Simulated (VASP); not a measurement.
# RPA total energies of C (Diamond), part 6 of 6

How do semilocal functionals compare with the RPA for C (Diamond), and at what cost? The scan starts from a database cell scaled to its smallest volume. The start is a cell from a database of measured crystal structures.

VASP 6.6.1, plane waves and PAW; the level of theory is named at each step.

So far. Step 31 (Exact exchange, volume ratio 1.06): The Hartree-Fock energy on these orbitals is -15.1152 eV an atom. Step 32 (Empty bands, volume ratio 1.06): WAVECAR now holds 368 bands for 8 electrons.

## Step 33: RPA correlation, volume ratio 1.06

This step: RPA correlation on PBE orbitals; plane waves and PAW (C_GW) (VASP 6.6.1).

RPA correlation at this point.

Contents of INCAR:

```
SYSTEM = C
PREC = Accurate
ENCUT = 560
ISMEAR = 0
SIGMA = 0.05
LREAL = .FALSE.
GGA = PE
NBANDS = 368
ALGO = ACFDT
ENCUTGW = 200
NOMEGA = 12
PRECFOCK = Fast
LWAVE = .FALSE.
LCHARG = .FALSE.
```

Contents of POSCAR:

```
C
1.0
    0.0000000000      1.8183469191      1.8183469191
    1.8183469191      0.0000000000      1.8183469191
    1.8183469191      1.8183469191      0.0000000000
C
2
Direct
    0.7500000000      0.7500000000      0.7500000000
    0.5000000000      0.5000000000      0.5000000000
```

Contents of KPOINTS:

```
Automatic mesh
0
Gamma
6 6 6
0 0 0
```

Potentials, in the order of the species: C_GW (PBE family, release 64).

Command:

```sh
> mpirun -np 8 vasp_std
```

The program printed:

```text
[banner, memory and clock lines left out]
running    8 mpi-ranks, on    1 nodes
[...]
[... a notice as in an earlier step ...]

 LDA part: xc-table for (Slater+PW92), standard interpolation
 found WAVECAR, reading the header
 POSCAR, INCAR and KPOINTS ok, starting setup
[...]
reading WAVECAR
 the WAVECAR file was read successfully
 initial charge from wavefunction
 available memory per node:     57.28 GB, setting MAXMEM to     58656

 The Fermi energy was updated, please check that it is located mid-gap
 values below the HOMO (VB) or above the LUMO (CB) will cause erroneous energies
 E-fermi :  10.9478

 the WAVEDER file was read successfully
 set NWRITE>2 for more details about minimax calculation
 number of imaginary grid points requested:      12
 number of distinct grids requested:  1
 quadrature errors minimized for energies in [ 0.402E+01, 0.563E+03 ]
 bosonic grid (T=0, re) determined with error: 0.5226E-08
 bosonic grid (re): 0.5226E-08
[...]
NQ=  10    0.3333    0.3333    0.0000,
|.........|.........|.........|.........
 performed      37730000 updates of chi_q(r,r)
 total number of BLAS operations       1675.27 Gflops
NQ=  11    0.5000    0.3333    0.0000,
|.........|.........|.........|.........
 performed      41503000 updates of chi_q(r,r)
 total number of BLAS operations       1858.96 Gflops
NQ=  12   -0.3333    0.3333    0.0000,
|.........|.........|.........|.........
 performed      45276000 updates of chi_q(r,r)
 total number of BLAS operations       2057.05 Gflops
NQ=  13    0.5000    0.5000    0.0000,
|.........|.........|.........|.........
 performed      49049000 updates of chi_q(r,r)
 total number of BLAS operations       2250.27 Gflops
NQ=  14    0.5000    0.3333    0.1667,
|.........|.........|.........|.........
 performed      52822000 updates of chi_q(r,r)
 total number of BLAS operations       2433.96 Gflops
NQ=  15   -0.3333    0.3333    0.1667,
|.........|.........|.........|.........
 performed      56595000 updates of chi_q(r,r)
 total number of BLAS operations       2608.34 Gflops
NQ=  16   -0.3333    0.5000    0.1667,
|.........|.........|.........|.........
 performed      60368000 updates of chi_q(r,r)
 total number of BLAS operations       2801.57 Gflops
 entering main loop
```

Wall time 31 s (8 MPI ranks of Intel Xeon 6975P-C (Granite Rapids), shared host); peak memory 1.4 GiB; 3.2 min of CPU time.

Parts of OUTCAR (step 33):

```text
      cutoff energy     smooth cutoff   RPA   correlation   Hartree contr. to MP2
---------------------------------------------------------------------------------
            200.000           160.000      -12.8831567139      -20.2438968969
            190.476           152.381      -12.7922550584      -20.1411808191
            181.406           145.125      -12.6959954033      -20.0318774716
            172.768           138.214      -12.5925448213      -19.9138427441
            164.541           131.632      -12.4826021350      -19.7880196384
            156.705           125.364      -12.3667786569      -19.6549286601
            149.243           119.394      -12.2424381445      -19.5112791846
            142.136           113.709      -12.1115088057      -19.3586019450
  linear regression

[... 2 parts as in an earlier step ...]

[... 2 further parts left out ...]
[key lines of the parts left out:]
E-fermi :  10.9478
```

The correlation energy is -7.0163 eV an atom, -17 meV against the point before. With exact exchange the total is -22.1316 eV an atom.

## Step 34: Comparison: r2SCAN, volume ratio 1.06

This step: r2SCAN; plane waves and PAW (C_GW) (VASP 6.6.1).

The comparison at this point.

Contents of INCAR:

```
SYSTEM = C
PREC = Accurate
ENCUT = 560
EDIFF = 1E-06
NELM = 100
ISMEAR = 0
SIGMA = 0.05
LREAL = .FALSE.
ALGO = Normal
METAGGA = R2SCAN
LASPH = .TRUE.
NBANDS = 10
LWAVE = .FALSE.
LCHARG = .FALSE.
KPAR = 8
```

POSCAR is that of step 33.

KPOINTS is that of step 33.

Command:

```sh
> mpirun -np 8 vasp_std
```

The program printed:

```text
[... set-up lines as in an earlier step ...]
 entering main loop
       N       E                     dE             d eps       ncg     rms          rms(c)
DAV:   1     0.187207E+02    0.18721E+02   -0.48016E+03   328   0.840E+02
DAV:   2    -0.219502E+02   -0.40671E+02   -0.38259E+02   412   0.242E+02
DAV:   3    -0.228144E+02   -0.86419E+00   -0.86111E+00   418   0.280E+01
DAV:   4    -0.228174E+02   -0.30277E-02   -0.30271E-02   376   0.164E+00
[...]
DAV:   9    -0.196230E+02   -0.88569E-04   -0.41526E-05   408   0.113E-01    0.112E-02
DAV:  10    -0.196230E+02   -0.43846E-05   -0.16278E-06   392   0.174E-02    0.252E-03
DAV:  11    -0.196230E+02    0.15247E-06   -0.37110E-07   206   0.676E-03
   1 F= -.19622969E+02 E0= -.19622969E+02  d E =-.535986E-20
```

Run time: 4 s. Hardware: 8 MPI ranks; peak memory 0.77 GiB.

Parts of OUTCAR (step 34):

```text
  Total       -1.9068080     -1.9068080     -1.9068080      0.0000000     -0.0000000      0.0000000
  in kB     -254.0722945   -254.0722945   -254.0722945      0.0000000     -0.0000000      0.0000000
  external PRESSURE =    -254.0722945 kB  Pullay stress =       0.0000000 kB

  FREE ENERGIE OF THE ION-ELECTRON SYSTEM (eV)
  ---------------------------------------------------
  free  energy   TOTEN  =       -19.6229690778 eV

  energy  without entropy=      -19.6229690778  energy(sigma->0) =      -19.62296908

[... 3 parts as in an earlier step ...]

[... 1 further part left out ...]
[key lines of the parts left out:]
E-fermi :   9.2291
```

Its energy is -9.8115 eV an atom, on a zero of its own.

## Step 35: Orbitals for comparison: HSE06, volume ratio 1.06

This step: PBE; plane waves and PAW (C_GW) (VASP 6.6.1).

Starting orbitals, as before.

Contents of INCAR:

```
SYSTEM = C
PREC = Accurate
ENCUT = 560
EDIFF = 1E-05
NELM = 100
ISMEAR = 0
SIGMA = 0.05
LREAL = .FALSE.
ALGO = Normal
GGA = PE
NBANDS = 10
LORBIT = 11
LWAVE = .TRUE.
LCHARG = .FALSE.
KPAR = 8
```

POSCAR is that of step 34.

KPOINTS is that of step 34.

Command:

```sh
> mpirun -np 8 vasp_std
```

The program printed:

```text
[... set-up lines as in an earlier step ...]
 entering main loop
       N       E                     dE             d eps       ncg     rms          rms(c)
[... 10 cycles as in an earlier step ...]
DAV:  11    -0.181557E+02   -0.23740E-06   -0.29894E-07   166   0.575E-03
   1 F= -.18155710E+02 E0= -.18155710E+02  d E =-.288946E-12
 writing wavefunctions
```

Wall time 1.6 s (8 MPI ranks); peak memory 0.83 GiB; 5.4 s of CPU time.

From OUTCAR (step 35):

```text
  Total       -1.6039830     -1.6039830     -1.6039830      0.0000000      0.0000000      0.0000000
  in kB     -213.7224405   -213.7224405   -213.7224405      0.0000000      0.0000000      0.0000000
  external PRESSURE =    -213.7224405 kB  Pullay stress =       0.0000000 kB

  FREE ENERGIE OF THE ION-ELECTRON SYSTEM (eV)
  ---------------------------------------------------
  free  energy   TOTEN  =       -18.1557104851 eV

  energy  without entropy=      -18.1557104851  energy(sigma->0) =      -18.15571049

[... 3 parts as in an earlier step ...]

[... 1 further part left out ...]
[key lines of the parts left out:]
E-fermi :   9.1657
```

The run ends at a pressure of -21.37 GPa.

## Step 36: Comparison: HSE06, volume ratio 1.06

This step: HSE06; plane waves and PAW (C_GW) (VASP 6.6.1).

The comparison at this point.

Contents of INCAR:

```
SYSTEM = C
PREC = Accurate
ENCUT = 560
EDIFF = 1E-06
NELM = 100
ISMEAR = 0
SIGMA = 0.05
LREAL = .FALSE.
ALGO = Normal
LHFCALC = .TRUE.
AEXX = 0.25
GGA = PE
HFSCREEN = 0.2
LASPH = .TRUE.
NBANDS = 10
PRECFOCK = Fast
LWAVE = .FALSE.
LCHARG = .FALSE.
KPAR = 8
```

POSCAR is that of step 35.

KPOINTS is that of step 35.

The WAVECAR or CHGCAR of an earlier step is read.

Command:

```sh
> mpirun -np 8 vasp_std
```

The program printed:

```text
[... set-up lines as in an earlier step ...]
 entering main loop
       N       E                     dE             d eps       ncg     rms          rms(c)
DAV:   1    -0.210329E+02   -0.21033E+02   -0.31591E-01   442   0.716E+00    0.362E-01
DAV:   2    -0.210330E+02   -0.14422E-03   -0.15392E-03   344   0.323E-01    0.226E-01
DAV:   3    -0.210323E+02    0.70375E-03   -0.45236E-04   366   0.261E-01    0.126E-01
DAV:   4    -0.210321E+02    0.18709E-03   -0.14259E-04   446   0.150E-01    0.700E-02
DAV:   5    -0.210321E+02    0.50326E-04   -0.34638E-05   452   0.772E-02    0.394E-02
DAV:   6    -0.210321E+02    0.14225E-04   -0.82294E-06   456   0.393E-02    0.224E-02
DAV:   7    -0.210321E+02    0.40764E-05   -0.19814E-06   324   0.198E-02    0.129E-02
DAV:   8    -0.210321E+02    0.11961E-05   -0.44711E-07   170   0.101E-02    0.753E-03
DAV:   9    -0.210321E+02    0.36557E-06   -0.21282E-07   166   0.515E-03
   1 F= -.21032053E+02 E0= -.21032053E+02  d E =-.379728E-16
```

The job ended after 9.8 s (8 MPI ranks; peak memory 1.5 GiB).

From OUTCAR (step 36):

```text
 POSITION                                       TOTAL-FORCE (eV/Angst)
 -----------------------------------------------------------------------------------
      2.72752      2.72752      2.72752        -0.000000     -0.000000     -0.000000
      1.81835      1.81835      1.81835         0.000000      0.000000      0.000000
 -----------------------------------------------------------------------------------
    total drift:                                0.000000     -0.000000     -0.000000

  FREE ENERGIE OF THE ION-ELECTRON SYSTEM (eV)
  ---------------------------------------------------
  free  energy   TOTEN  =       -21.0320532031 eV

  energy  without entropy=      -21.0320532031  energy(sigma->0) =      -21.03205320

[... 2 parts as in an earlier step ...]

[... 1 further part left out ...]
[key lines of the parts left out:]
E-fermi :   8.5835
```

Its energy is -10.5160 eV an atom, on a zero of its own.

## Step 37: Summary

This step: exact exchange and RPA correlation on PBE orbitals, beside r2SCAN, beside HSE06; plane waves and PAW (VASP 6.6.1).

No new run; the numbers come from the runs before.

This step gave:

| Item | Value |
| --- | --- |
| equilibrium volume, EXX+RPA | 5.734 Å³/atom |
| bulk modulus | 432.4 GPa |

Table of energy above the lowest point by volume; values in meV/atom:

```csv
volume (Å³/atom),PBE,EXX,EXX+RPA,r2SCAN,HSE06
5.332,35.0,14.3,42.0,26.7,14.8
5.502,9.44,0,12.8,5.27,0
5.672,0,3.04,0,0,1.31
5.842,4.71,21.3,1.92,8.93,16.8
6.012,21.6,52.7,16.0,30.1,44.5
```

Cost is wall time times ranks on a shared host; the RPA row holds all its steps. Fits of the equation of state:

```csv
level,V0 (Å³/atom),B0 (GPa),fit error (meV/atom),minimum inside the series,cost a point (core minutes)
PBE,5.697,434,0.01356,yes,0.24
EXX,5.554,510.8,0.01023,yes,1.35
EXX+RPA,5.734,432.4,0.06629,yes,5.88
r2SCAN,5.646,450.1,0.01366,yes,0.5
HSE06,5.571,471,0.01321,yes,1.5
```

## Step 38: Outcome

```
PBE     : V0 5.697 Å³/atom, B0 434 GPa
EXX     : V0 5.554 Å³/atom, B0 511 GPa
EXX+RPA : V0 5.734 Å³/atom, B0 432 GPa
r2SCAN  : V0 5.646 Å³/atom, B0 450 GPa
HSE06   : V0 5.571 Å³/atom, B0 471 GPa
```

What this shows: Exact exchange with RPA correlation puts the minimum at 5.734 Å³ an atom, with a bulk modulus of 432 GPa. PBE puts the volume 0.65 % below EXX+RPA, at roughly 1/24 of its cost. r2SCAN puts the volume 1.5 % below EXX+RPA, at roughly 1/12 of its cost. HSE06 puts the volume 2.8 % below EXX+RPA, at roughly 1/4 of its cost. Correlation widens the exact-exchange volume by 3.2 %. Neither mesh nor response cutoff was varied, so differences in volume under about 1 % aren't resolved. Exact exchange and correlation are taken on one coarse mesh and aren't self-consistent; the correlation energy is extrapolated in the response cutoff by the program, which at the first volume adds -604 meV an atom to the value at the highest cutoff and varies with the volume; a small fit error says nothing about that part. NBANDS follows the largest plane-wave count of any k point, which rises in steps with the volume. The cheaper functionals share the mesh. Not tabulated here, as repeats of values shown or as unfit to read for their mesh, reference level or band range: eps2 curves (empty bands); eps1 curves and static values (empty bands); gaps (empty bands).

[Long decimals in the printed logs are rounded to 6 places.]

[Lines on the potential files, build, host, timing and source positions are cut from VASP's logs without a mark.]

[Logs are printed without paths, hosts, clocks, repeated set-up lines and the standing remarks that a program may print on its own settings, such as how far it seeks lower states.]

[Hosts, paths, dates, database ids (printed as entryN), source tags and the programs' standing remarks are cut or masked in the printed files.]

[Measured values are set beside computed ones only where the two were judged alike; some that the calculation misses by far are left out.]

[Pressures printed for these runs are not shown converged in the cutoff: they can be off by several GPa and have the wrong sign.]
